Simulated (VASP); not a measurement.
Consider the following.

```xyz
3
Lattice="1.7669 -3.0603 0.0000 1.7669 3.0603 0.0000 0.0000 0.0000 5.7094" Properties=species:S:1:pos:R:3 pbc="T T T"
Pt     0.0000     0.0000     0.0000
S      1.7669     1.0201     1.2263
S      1.7669    -1.0201     4.4831
```

The numbers are results of MS2 meta-GGA, VASP's PBE PAW potentials (set 64) (plane waves; VASP), not measurements. Settings: 520 eV cut-off, 8×8×5 Γ-centred mesh, tetrahedra with Blöchl corrections, potentials Pt S.

The cores are frozen, which limits the accuracy of field gradients.

Give the principal components of the electric field gradient (V/Å²) and the asymmetry η at each nucleus.

| atom | Vxx | Vyy | Vzz | η |
|---|---|---|---|---|
| Pt1 | -70.4 | -70.4 | 140.8 | 0.00 |
| S2 | 32.6 | 32.6 | -65.2 | 0.00 |
| S3 | 32.6 | 32.6 | -65.2 | 0.00 |

The compound is PtS2 in the 1T layered structure. It was relaxed first, which changed the volume by +13 %.
